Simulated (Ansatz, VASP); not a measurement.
# One calculation of HPtBr3, two programs

```
H Pt Br
1.0
     5.13042    0.00000    0.00000
     0.00000    5.13042    0.00000
     0.00000    0.00000    5.13042
H Pt Br
1 1 3
Direct
  0.00000 0.00000 0.00000
  0.50000 0.50000 0.50000
  0.00000 0.50000 0.50000
  0.50000 0.50000 0.00000
  0.50000 0.00000 0.50000
```

Change from the starting cell: species swapped into the ZnNi3C type (Pm-3m, No. 221).

Alike in both runs: functional PBE; k mesh 8 × 8 × 8; occupations gaussian, width 0.1 eV; no spin polarisation.

Ansatz relaxed the structure, and its values are those at the end. VASP's run is a single point on that final structure, the one shown.

```csv
,VASP,Ansatz
version,VASP 6.6.1,Ansatz 0.2.0
potentials or method,"VASP PAW PBE potentials, release 64 (H, Pt, Br)","scalar-relativistic, plane waves, PAW"
plane-wave cutoff (eV),520,420
valence electrons in the cell,32,40
```

|  | VASP | Ansatz | Ansatz less VASP |
| --- | --- | --- | --- |
| gap on the k mesh at the Fermi level (eV) | none | none | - |
| pressure (GPa) | 0.0 | 0.0 | +0.04 |

A gap of «none» marks a metal or a gap that the smearing closes. The two sets of potentials don't hold the same shells in valence.

The runs have no spin-orbit coupling, so splittings on Pt are missing.
